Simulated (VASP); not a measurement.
Runs of VASP 6.6.1 on BN. Symmetry: P6_3mc, No. 186, hexagonal system. The conventional cell has a = 2.515 Å, b = 2.515 Å, c = 4.161 Å, α = 90.00°, β = 90.00°, γ = 120.00°. Around B (site symmetry 3m) lie 4 N at 1.54 to 1.56 Å. N (site symmetry 3m) is surrounded by 4 B at 1.54 to 1.56 Å. Measurements of this composition are mostly on another form, of space group No. 194.

```csv
task,cell,k mesh,cutoff (eV),target pressure,gap on the mesh (eV),pressure (GPa)
single point,"P6_3mc, 5.7 Å³/atom",12 × 12 × 6,520,-,5.11,12.9
relaxation of cell and atoms,relaxed to 12.5 GPa,12 × 12 × 6,600,12.5 GPa,5.11,12.5
single point,"P6_3mc, 5.62 Å³/atom",18 × 18 × 8,520,-,5.08,(a)
relaxation of cell and atoms,relaxed to 18.75 GPa,18 × 18 × 8,600,18.75 GPa,5.08,18.8
```

Alike in all rows: level PBE+D3(BJ); potentials or basis VASP PAW PBE potentials, release 64 (B, N); no spin polarisation; smearing gaussian 0.02 eV.

Problem. Estimate the missing entries.

Solution. (a) 19.2.

Caveats: the cell is relaxed towards a set pressure, so the enthalpy falls and the energy may rise (some runs); so large a pressure means that the cell lies far from this level's equilibrium, or that cutoff or potentials fall short (some runs).

A k mesh can miss the band edges.
